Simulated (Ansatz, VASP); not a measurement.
**SbMo: VASP beside Ansatz**

One calculation is typed for both programs; each brings its own data sets. How far apart do they land? The cell is generated by rule, not measured, and may not be a known phase. The cell is taken from a series of runs on this material, whose earlier steps may have relaxed, scaled, displaced or heated it; both programs get it as it stands. Other levels of theory on this material are compared in a session of their own.

Calculated with Ansatz 0.2.0; plane waves, with VASP 6.6.1 beside it; zone-centre phonons at PBEsol.

The structure was built from a prototype and need not be the compound's stable phase.

**1. Set-up**

It takes space group P-6m2 (No. 187, hexagonal). The conventional cell has a = 3.524 Å, b = 3.524 Å, c = 3.581 Å, α = 90.00°, β = 90.00°, γ = 120.00°. Nearest to Mo lie 6 Sb at 2.71 Å. Sb has 6 Mo at 2.71 Å nearest. Farther neighbours are not listed.

Structure file:

```cif
data_structure
_symmetry_space_group_name_H-M 'P 1'
_symmetry_Int_Tables_number 1
_cell_length_a 3.5238
_cell_length_b 3.5238
_cell_length_c 3.5810
_cell_angle_alpha 90.000
_cell_angle_beta 90.000
_cell_angle_gamma 120.000
_cell_volume 38.51
loop_
_atom_site_label
_atom_site_type_symbol
_atom_site_fract_x
_atom_site_fract_y
_atom_site_fract_z
_atom_site_occupancy
Mo1 Mo 0.00000 0.00000 0.00000 1
Sb2 Sb 0.33333 0.66667 0.50000 1
```

**2. VASP: zone-centre phonons, PBEsol**

Second derivatives magnify differences that forces hide, and they need a tight electronic threshold.

Lines of VASP's logs that name or quote its potential files are left out, and so is its time.

INCAR reads:

```
SYSTEM = SbMo
PREC = Accurate
ENCUT = 500
EDIFF = 1E-08
NELM = 120
ISMEAR = 1
SIGMA = 0.15
LREAL = .FALSE.
ALGO = Normal
GGA = PS
NBANDS = 15
LASPH = .TRUE.
LORBIT = 11
LWAVE = .FALSE.
LCHARG = .FALSE.
ISIF = 2
IBRION = 8
GGA_COMPAT = .FALSE.
KPAR = 2
```

POSCAR reads:

```
SbMo
1.0
    3.5237770724     -0.0000029433      0.0000000000
   -1.7618859873      3.0516819336      0.0000000000
    0.0000000000      0.0000000000      3.5810143229
Mo Sb
1 1
Direct
    0.0000000000      0.0000000000      0.0000000000
    0.3333333333      0.6666666667      0.5000000000
```

KPOINTS reads:

```
Automatic mesh
0
Gamma
12 12 12
0 0 0
```

PAW data sets: Mo_sv and Sb (PBE family, release 64).

Run with:

```sh
$ mpirun -np 2 vasp_std
```

Numbers of over 12 decimals in the logs are rounded to 6 here.

What it wrote:

```text
[banner, memory and clock lines left out]
running    2 mpi-ranks, on    1 nodes
 distrk:  each k-point on    1 cores,    2 groups
 distr:  one band on    1 cores,    1 groups

 POSCAR found type information on POSCAR MoSb
 POSCAR found :  2 types and       2 ions
|                                                                             |
|               ----> ADVICE to this user running VASP <----                  |
|                                                                             |
|     You enforced a specific xc type in the INCAR file but a different       |
|     [... a line on the potential file left out ...]
|     I HOPE YOU KNOW WHAT YOU ARE DOING!                                     |
|                                                                             |

 LDA part: xc-table for (Slater+PW92), standard interpolation
 POSCAR, INCAR and KPOINTS ok, starting setup
 FFT: planning ... GRIDC
 FFT: planning ... GRID_SOFT
 FFT: planning ... GRID
 WAVECAR not read
 entering main loop
       N       E                     dE             d eps       ncg     rms          rms(c)
DAV:   1     0.126210503202E+03    0.12621E+03   -0.89738E+03  4014   0.112E+03
DAV:   2    -0.137547763509E+02   -0.13997E+03   -0.13661E+03  5243   0.311E+02
DAV:   3    -0.164925615449E+02   -0.27378E+01   -0.27225E+01  4634   0.452E+01
DAV:   4    -0.165149101831E+02   -0.22349E-01   -0.22347E-01  4902   0.494E+00
DAV:   5    -0.165153521172E+02   -0.44193E-03   -0.44193E-03  4756   0.630E-01    0.136E+01
DAV:   6    -0.159909990163E+02    0.52435E+00   -0.27277E+00  4116   0.128E+01    0.332E+00
DAV:   7    -0.159369679897E+02    0.54031E-01   -0.18582E-01  4074   0.345E+00    0.280E+00
DAV:   8    -0.159201220024E+02    0.16846E-01   -0.36066E-02  4802   0.140E+00    0.143E-01
DAV:   9    -0.159199491913E+02    0.17281E-03   -0.70509E-04  4242   0.252E-01    0.761E-02
DAV:  10    -0.159199018012E+02    0.47390E-04   -0.14071E-04  4812   0.117E-01    0.174E-02
DAV:  11    -0.159199034996E+02   -0.16985E-05   -0.58318E-06  4529   0.225E-02    0.537E-03
DAV:  12    -0.159199029428E+02    0.55679E-06   -0.57856E-07  4410   0.526E-03    0.156E-03
DAV:  13    -0.159199026648E+02    0.27807E-06   -0.41954E-08  4515   0.174E-03    0.818E-04
DAV:  14    -0.159199027133E+02   -0.48512E-07   -0.16817E-09  2254   0.320E-04    0.147E-04
DAV:  15    -0.159199027063E+02    0.70227E-08   -0.23776E-10  2149   0.145E-04
   1 F= -.15919903E+02 E0= -.15920016E+02  d E =0.340271E-03
 Linear response reoptimize wavefunctions to high precision
DAV:   1    -0.159199027094E+02   -0.31782E-08   -0.48304E-11  2268   0.658E-05
DAV:   2    -0.159199027094E+02    0.23647E-10   -0.65317E-12  2107   0.294E-05
 Linear response DOF=           4
 Linear response progress:
  Degree of freedom:   1/  4
       N       E                     dE             d eps       ncg     rms          rms(c)
RMM:   1    -0.781096089373E+00   -0.78110E+00    0.43945E+00 16250   0.236E+01
RMM:   2    -0.581856816119E+00    0.19924E+00   -0.30010E-01 23217   0.424E+00    0.139E-01
RMM:   3    -0.581805265889E+00    0.51550E-04   -0.66150E-03 30802   0.639E-01    0.753E-02
RMM:   4    -0.581207559857E+00    0.59771E-03   -0.40102E-04 34780   0.154E-01    0.322E-02
RMM:   5    -0.581001504469E+00    0.20606E-03   -0.63566E-05 34950   0.582E-02    0.495E-03
RMM:   6    -0.581056383533E+00   -0.54879E-04   -0.95320E-06 32818   0.165E-02    0.138E-03
RMM:   7    -0.581076487764E+00   -0.20104E-04   -0.28043E-06 34122   0.673E-03    0.653E-04
RMM:   8    -0.581079531840E+00   -0.30441E-05   -0.95484E-07 34735   0.277E-03    0.153E-04
RMM:   9    -0.581080868180E+00   -0.13363E-05   -0.45696E-07 34735   0.118E-03    0.659E-05
RMM:  10    -0.581082343706E+00   -0.14755E-05   -0.17649E-07 34357   0.606E-04    0.382E-05
RMM:  11    -0.581083347161E+00   -0.10035E-05   -0.88751E-08 34300   0.321E-04    0.755E-06
RMM:  12    -0.581083251832E+00    0.95329E-07   -0.43816E-08 35157   0.163E-04    0.131E-05
RMM:  13    -0.581083568335E+00   -0.31650E-06   -0.23075E-08 33581   0.992E-05    0.295E-06
RMM:  14    -0.581083652410E+00   -0.84074E-07   -0.10887E-08 37157   0.537E-05    0.181E-06
RMM:  15    -0.581083693465E+00   -0.41055E-07   -0.94308E-09 36251   0.297E-05    0.132E-06
RMM:  16    -0.581083754707E+00   -0.61242E-07   -0.39795E-09 34069   0.194E-05    0.209E-07
RMM:  17    -0.581083746563E+00    0.81440E-08   -0.36892E-09 27244   0.102E-05    0.423E-07
 first order change of Fermi-energy  -0.21825E-03
 force on displaced ion       1 direction 1 : -11.027  -0.001   0.000
 Linear response progress:
  Degree of freedom:   2/  4
       N       E                     dE             d eps       ncg     rms          rms(c)
RMM:   1    -0.799416308909E+00   -0.79942E+00    0.44257E+00  6231   0.235E+01
RMM:   2    -0.603197745344E+00    0.19622E+00   -0.29051E-01  8563   0.395E+00    0.142E-01
RMM:   3    -0.603466102478E+00   -0.26836E-03   -0.56596E-03 10866   0.598E-01    0.808E-02
RMM:   4    -0.602900113736E+00    0.56599E-03   -0.37260E-04 11242   0.141E-01    0.222E-02
RMM:   5    -0.602773442054E+00    0.12667E-03   -0.56465E-05 12353   0.512E-02    0.856E-03
RMM:   6    -0.602752770509E+00    0.20672E-04   -0.10090E-05 11793   0.159E-02    0.777E-04
RMM:   7    -0.602757151647E+00   -0.43811E-05   -0.15913E-06 12500   0.499E-03    0.523E-04
RMM:   8    -0.602763607453E+00   -0.64558E-05   -0.87274E-07 11886   0.206E-03    0.240E-04
RMM:   9    -0.602768536757E+00   -0.49293E-05   -0.57495E-07 11896   0.108E-03    0.665E-05
RMM:  10    -0.602767271764E+00    0.12650E-05   -0.21071E-07 11712   0.532E-04    0.439E-05
RMM:  11    -0.602768059677E+00   -0.78791E-06   -0.11495E-07 12089   0.275E-04    0.209E-05
RMM:  12    -0.602768478828E+00   -0.41915E-06   -0.79864E-08 12665   0.157E-04    0.122E-05
RMM:  13    -0.602768935374E+00   -0.45655E-06   -0.36905E-08 12109   0.100E-04    0.193E-06
RMM:  14    -0.602768848883E+00    0.86491E-07   -0.23204E-08 11339   0.493E-05    0.374E-06
RMM:  15    -0.602768975561E+00   -0.12668E-06   -0.12944E-08 12327   0.329E-05    0.554E-07
RMM:  16    -0.602769000433E+00   -0.24872E-07   -0.32324E-09 13207   0.173E-05    0.125E-07
RMM:  17    -0.602769007889E+00   -0.74562E-08   -0.50291E-09 10602   0.928E-06    0.138E-07
 first order change of Fermi-energy   0.13788E-02
 force on displaced ion       1 direction 3 :  -0.000   0.000 -12.965
 Linear response progress:
  Degree of freedom:   3/  4
       N       E                     dE             d eps       ncg     rms          rms(c)
RMM:   1    -0.254258871182E-01   -0.25426E-01   -0.32551E-02 31288   0.155E+00
RMM:   2    -0.216472268899E-01    0.37787E-02   -0.34306E-03 25298   0.328E-01    0.706E-02
RMM:   3    -0.216167264371E-01    0.30500E-04   -0.11129E-04 25101   0.660E-02    0.409E-02
RMM:   4    -0.216044351119E-01    0.12291E-04   -0.19934E-05 25351   0.317E-02    0.640E-03
RMM:   5    -0.215935624758E-01    0.10873E-04    0.38909E-07 25248   0.767E-03    0.111E-03
RMM:   6    -0.215903425823E-01    0.32199E-05   -0.22484E-09 26031   0.197E-03    0.422E-04
RMM:   7    -0.215900841797E-01    0.25840E-06   -0.37087E-07 25030   0.650E-04    0.680E-05
RMM:   8    -0.215900536882E-01    0.30492E-07    0.32538E-10 25905   0.162E-04    0.342E-05
RMM:   9    -0.215900622576E-01   -0.85695E-08    0.14781E-08 26553   0.500E-05    0.310E-06
 first order change of Fermi-energy   0.17958E-04
 force on displaced ion       2 direction 1 : -11.022  -0.000   0.000
 Linear response progress:
  Degree of freedom:   4/  4
       N       E                     dE             d eps       ncg     rms          rms(c)
RMM:   1    -0.294656698192E-01   -0.29466E-01   -0.10515E-02 11981   0.170E+00
RMM:   2    -0.258633718222E-01    0.36023E-02   -0.27662E-03  9319   0.316E-01    0.725E-02
RMM:   3    -0.258617989022E-01    0.15729E-05   -0.27050E-04  8823   0.971E-02    0.376E-02
RMM:   4    -0.259661855142E-01   -0.10439E-03   -0.98164E-05  9423   0.584E-02    0.996E-03
RMM:   5    -0.259654882602E-01    0.69725E-06   -0.44512E-06  9307   0.168E-02    0.219E-03
RMM:   6    -0.259683893111E-01   -0.29011E-05   -0.54831E-07  9237   0.454E-03    0.886E-04
RMM:   7    -0.259667048595E-01    0.16845E-05   -0.31702E-08  9787   0.162E-03    0.248E-04
RMM:   8    -0.259664868793E-01    0.21798E-06    0.11890E-08  9462   0.341E-04    0.996E-05
RMM:   9    -0.259667349553E-01   -0.24808E-06    0.88298E-09  9495   0.116E-04    0.143E-05
RMM:  10    -0.259667644012E-01   -0.29446E-07    0.31552E-09  9804   0.431E-05    0.426E-06
RMM:  11    -0.259667577832E-01    0.66180E-08    0.17559E-10  9591   0.107E-05    0.113E-06
 first order change of Fermi-energy  -0.58803E-03
 force on displaced ion       2 direction 3 :   0.000  -0.000 -12.958
 Linear response finished
```

From OUTCAR (step 2):

```text
ion  position               nearest neighbor table
   1  0.000  0.000  0.000-   2 2.71   2 2.71   2 2.71   2 2.71   2 2.71   2 2.71
   2  0.333  0.667  0.500-   1 2.71   1 2.71   1 2.71   1 2.71   1 2.71   1 2.71

  LATTYP: Found a hexagonal cell.
 ALAT       =     3.5237770724
 C/A-ratio  =     1.0162431531

 Subroutine GETGRP returns: Found 12 space group operations
 (whereof 12 operations were pure point group operations)

The static configuration has the point symmetry D_3h.

 Found    133 irreducible k-points:

   k-points           NKPTS =    133   k-points in BZ     NKDIM =    133   number of bands    NBANDS=     15

   dimension x,y,z NGX =    28 NGY =   28 NGZ =   28
   dimension x,y,z NGXF=    56 NGYF=   56 NGZF=   56

   ENCUT  =  500.0 eV  36.75 Ry    6.06 a.u.   6.42  6.42  6.53*2*pi/ulx,y,z

   NELECT =      19.0000    total number of electrons

 k-points in reciprocal lattice and weights: Automatic mesh
   0.00000000  0.00000000  0.00000000       0.001
   0.08333333 -0.00000000  0.00000000       0.003
   0.16666667 -0.00000000  0.00000000       0.003
   0.25000000 -0.00000000  0.00000000       0.003
   0.33333333 -0.00000000  0.00000000       0.003
   0.41666667 -0.00000000  0.00000000       0.003
   0.50000000 -0.00000000  0.00000000       0.002
   0.08333333  0.08333333  0.00000000       0.003
   0.16666667  0.08333333  0.00000000       0.007
[...]
0.33333333  0.25000000  0.50000000       0.007
   0.33333333  0.33333333  0.50000000       0.001

 average (electrostatic) potential at core
       1 -70.2380       2 -81.2860

  Total        0.0277518      0.0277518      0.0355528     -0.0000000     -0.0000000     -0.0000000
  in kB        1.1546451      1.1546451      1.4792154     -0.0000000     -0.0000000     -0.0000000
  external PRESSURE =       1.2628352 kB  Pullay stress =       0.0000000 kB

  energy-cutoff  :      500.00
  volume of cell :       38.51
      direct lattice vectors                 reciprocal lattice vectors
     3.523777072 -0.000002943  0.000000000     0.283786534  0.163843916  0.000000000
    -1.761885987  3.051681934  0.000000000     0.000000274  0.327688306  0.000000000
     0.000000000  0.000000000  3.581014323     0.000000000  0.000000000  0.279250489

 POSITION                                       TOTAL-FORCE (eV/Angst)
 -----------------------------------------------------------------------------------
      0.00000      0.00000      0.00000        -0.000000      0.000000      0.000000
      0.00000      2.03445      1.79051         0.000000     -0.000000      0.000000
 -----------------------------------------------------------------------------------
    total drift:                               -0.000000      0.000000      0.000000

 Eigenvectors and eigenvalues of the dynamical matrix
 ----------------------------------------------------

   1 f  =    7.683675 THz    48.277951 2PiTHz  256.299797 cm-1    31.777111 meV
             X         Y         Z           dx          dy          dz
      0.000000  0.000000  0.000000    -0.000000    0.000000    0.747948
      0.000002  2.034454  1.790507     0.000000    0.000000   -0.663758

   2 f  =    7.086183 THz    44.523799 2PiTHz  236.369613 cm-1    29.306084 meV
             X         Y         Z           dx          dy          dz
      0.000000  0.000000  0.000000     0.599451   -0.447269    0.000000
      0.000002  2.034454  1.790507    -0.532013    0.396952    0.000000

   3 f  =    7.086183 THz    44.523799 2PiTHz  236.369613 cm-1    29.306084 meV
             X         Y         Z           dx          dy          dz
      0.000000  0.000000  0.000000    -0.447269   -0.599451   -0.000000
      0.000002  2.034454  1.790507     0.396952    0.532013    0.000000

   4 f/i=    0.000780 THz     0.004902 2PiTHz    0.026024 cm-1     0.003227 meV
             X         Y         Z           dx          dy          dz
      0.000000  0.000000  0.000000     0.354402    0.561256   -0.000000
      0.000002  2.034454  1.790507     0.399326    0.632400    0.000000

   5 f/i=    0.000780 THz     0.004902 2PiTHz    0.026024 cm-1     0.003227 meV
             X         Y         Z           dx          dy          dz
      0.000000  0.000000  0.000000    -0.561256    0.354402    0.000000
      0.000002  2.034454  1.790507    -0.632400    0.399326    0.000000

   6 f/i=    0.001115 THz     0.007006 2PiTHz    0.037194 cm-1     0.004611 meV
             X         Y         Z           dx          dy          dz
      0.000000  0.000000  0.000000     0.000000    0.000000   -0.663758
      0.000002  2.034454  1.790507    -0.000000    0.000000   -0.747948

 ELASTIC MODULI CONTR FROM IONIC RELAXATION (kBar)
 Direction    XX          YY          ZZ          XY          YZ          ZX
 --------------------------------------------------------------------------------
 XX        -211.7965    211.7965      0.0000      0.0000      0.0000      0.0000
 YY         211.7965   -211.7965     -0.0000      0.0000     -0.0000     -0.0000
 ZZ           0.0000     -0.0000     -0.0000     -0.0000     -0.0000     -0.0000
 XY           0.0000      0.0000     -0.0000   -211.7965      0.0000     -0.0000
 YZ           0.0000     -0.0000     -0.0000      0.0000     -0.0000     -0.0000
 ZX           0.0000     -0.0000     -0.0000     -0.0000     -0.0000     -0.0000
 --------------------------------------------------------------------------------
```

Energies printed during the response cycles are not total energies of the cell.

(Part 1 of 2 ends here.)

[Lines on the potential files, build, host, timing and source positions are cut from VASP's logs without a mark.]

[Logs are printed without paths, hosts, clocks, repeated set-up lines and the standing remarks that a program may print on its own settings, such as how far it seeks lower states.]

[Hosts, paths, dates, database ids (printed as entryN), source tags and the programs' standing remarks are cut or masked in the printed files.]
